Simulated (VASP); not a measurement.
All values below come from LDA (Ceperley-Alder, Perdew-Zunger), VASP's LDA PAW potentials (set 64) (plane waves; VASP).

VASP input:

File POSCAR:
```
TiO2
1
    4.5517876984     0.0000000000     0.0000000000
    0.0000000000     4.5517876984     0.0000000000
    0.0000000000     0.0000000000     2.9219364962
Ti O
2 4
Direct
  0.0000000000   0.0000000000   0.0000000000
  0.5000000000   0.5000000000   0.5000000000
  0.3039490970   0.3039490970   0.0000000000
  0.8039490970   0.1960509030   0.5000000000
  0.1960509030   0.8039490970   0.5000000000
  0.6960509030   0.6960509030   0.0000000000
```

INCAR:
```
SYSTEM = TiO2
PREC = Accurate
ENCUT = 620
EDIFF = 1E-6
NELM = 100
ALGO = Normal
LREAL = .FALSE.
LASPH = .TRUE.
ISMEAR = 0
SIGMA = 0.05
LMAXMIX = 4
LWAVE = .FALSE.
LCHARG = .FALSE.
IBRION = 2
ISIF = 3
NSW = 40
EDIFFG = -0.02
```

KPOINTS:
```
Regular mesh
0
gamma
 5 5 8
0 0 0
```

POTCAR, in this order: Ti_sv O (LDA.64 set). Program: vasp_std.

Task: What will the output report for the number of irreducible k-points (NKPTS), largest plane-wave count, number of space-group operations, FFT grid (NGX, NGY, NGZ)?

Result: 
```json
{
 "number of irreducible k-points (NKPTS)": "30",
 "largest_plane_wave_count": "2140",
 "number_of_space_group_operations": "16",
 "FFT grid (NGX, NGY, NGZ)": "40 × 40 × 24"
}
```

The compound is TiO2 in the rutile structure. It was relaxed first.
